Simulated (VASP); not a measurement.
VASP ran on this input.

### INCAR
```
ALGO  =  Normal
EDIFF  =  1E-6
EDIFFG  =  -0.02
ENCUT  =  400
IBRION  =  2
ISIF  =  3
ISMEAR  =  0
LASPH  =  T
LCHARG  =  F
LMAXMIX  =  6
LMIXTAU  =  T
LREAL  =  F
LWAVE  =  F
METAGGA  =  R2SCAN
NELM  =  100
NSW  =  60
PREC  =  Accurate
SIGMA  =  0.05
SYSTEM  =  PtS
```

POSCAR:
```
PtS
1
    3.4738315008     0.0000000000     0.0000000000
   -0.0000000000     3.4738315008     0.0000000000
    0.0000000000     0.0000000000     6.0634293834
Pt S
2 2
Direct
  0.5000000000   0.0000000000   0.5000000000
  0.0000000000   0.5000000000   0.0000000000
  0.0000000000   0.0000000000   0.7500000000
  0.0000000000   0.0000000000   0.2500000000
```

**KPOINTS**
```
Automatic mesh
0
Gamma
6 6 4
0 0 0
```

POTCAR, in this order: Pt S (PBE.64 set). Program: vasp_std.

Question: Translate this r2SCAN calculation to Ansatz.

Answer: One equivalent input (not run):
Ansatz 0.2 input:
```yaml
crystal:
  lattice:
    - [3.4738315, 0.0000000, 0.0000000]
    - [0.0000000, 3.4738315, 0.0000000]
    - [0.0000000, 0.0000000, 6.0634294]
  atoms:
    - { symbol: Pt, position: [0.5000000, 0.0000000, 0.5000000] }
    - { symbol: Pt, position: [0.0000000, 0.5000000, 0.0000000] }
    - { symbol: S, position: [0.0000000, 0.0000000, 0.7500000] }
    - { symbol: S, position: [0.0000000, 0.0000000, 0.2500000] }
kpoints:
  mp_grid: { grid: [6, 6, 4] }
hamiltonian:
  xc: r2scan
  pseudopotentials: { kind: paw }
scf:
  occupations: { method: gaussian, width: 0.05 }
  max_iter: 100
relax:
  max_steps: 60
  f_tol: 0.02
  cell: {}
output: { forces: true, stress: true, eigenvalues: true }
```
What does not carry over: each code has its own PAW files, so the cut-off isn't converted (ENCUT is set for VASP's; basis.ecutwfc is left out, and Ansatz then takes the one that its files recommend); Ansatz stops its SCF on the density residual and VASP on the energy change (EDIFF).

The structure comes from a computed database's PtS entry (P4_2/mmc), a phase known from measurement. This run relaxes it. Symmetry was kept, so distortions that lower it aren't found. The start is the result of an earlier pass.
